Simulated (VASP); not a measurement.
GaGeTe:

```xyz
12
Lattice="4.0379 0.0000 0.0000 -2.0189 3.4969 0.0000 0.0000 0.0000 22.1856" Properties=species:S:1:pos:R:3 pbc="T T T"
Ga    0.0000    0.0000    2.8176
Ga    0.0000    0.0000   13.9104
Ga    0.0000    2.3313    8.2730
Ga    2.0190    1.1656   19.3658
Ge    0.0000    0.0000    5.1626
Ge    0.0000    0.0000   16.2554
Ge    0.0000    2.3313    5.9280
Ge    2.0190    1.1656   17.0208
Te    0.0000    2.3313   12.7057
Te    2.0190    1.1656    1.6129
Te    0.0000    2.3313   20.5749
Te    2.0190    1.1656    9.4821
```

Measurements of this composition are mostly on another form, of space group No. 166.

| Item | Value |
| --- | --- |
| Program | VASP 6.6.1 |
| Task | relaxation of cell and atoms |
| Functional | LDA |
| Potentials or basis | VASP PAW LDA potentials, release 64 (Ga_d, Ge_d, Te) |
| Cutoff | 600 eV |
| k mesh | 9 × 9 × 2 |
| Occupations | gaussian, width 0.03 eV |
| Spin | no spin polarisation |

At the start: pressure 1.3 GPa; volume 26.11 Å³/atom.

Question: Where does the relaxation end?

Answer: Over 16 steps the energy falls by 8.0 meV/atom and the volume is 26.54 Å³/atom (+1.7 %); space group P6_3mc (No. 186, to 0.05 Å).

The path:
| step | energy change (eV) | largest force (eV/Å) | pressure (GPa) | volume (Å³) |
| --- | --- | --- | --- | --- |
| 1 | 0.0000 | 0.3953 | 1.28 | 313.27 |
| 2 | -0.0696 | 0.3518 | -0.60 | 322.75 |
| 3 | -0.0826 | 0.1615 | -0.19 | 319.93 |
| 4 | -0.0826 | 0.1465 | -0.05 | 319.76 |
| 5 | -0.0913 | 0.0722 | -0.14 | 319.65 |
| 6 | -0.0946 | 0.0625 | -0.23 | 319.51 |
| 7 | -0.0951 | 0.0288 | 0.17 | 317.45 |
| 8 | -0.0957 | 0.0274 | -0.04 | 318.42 |
| 9 | -0.0957 | 0.0179 | 0.07 | 318.17 |
| 10 | -0.0957 | 0.0234 | -0.01 | 318.28 |
| 11 | -0.0957 | 0.0203 | 0.04 | 318.24 |
| 12 | -0.0959 | 0.0138 | 0.02 | 318.41 |
| 13 | -0.0959 | 0.0141 | -0.03 | 318.44 |
| 14 | -0.0959 | 0.0178 | 0.03 | 318.43 |
| 15 | -0.0959 | 0.0150 | -0.01 | 318.44 |
| 16 | -0.0959 | 0.0068 | 0.00 | 318.45 |

Final structure:
```
Ga Ge Te
1.0
     4.01866    0.00000    0.00000
    -2.00933    3.48026    0.00000
     0.00000    0.00000   22.76949
Ga Ge Te
4 4 4
Cartesian
  4.0187 0.0000 2.8881
  0.0000 0.0000 14.2728
  0.0000 2.3202 8.4940
  2.0093 1.1601 19.8787
  0.0000 0.0000 5.2962
  4.0187 0.0000 16.6809
  0.0000 2.3202 6.0868
  2.0093 1.1601 17.4716
  0.0000 2.3202 13.0178
  2.0093 1.1601 1.6331
  0.0000 2.3202 21.1386
  2.0093 1.1601 9.7538
```
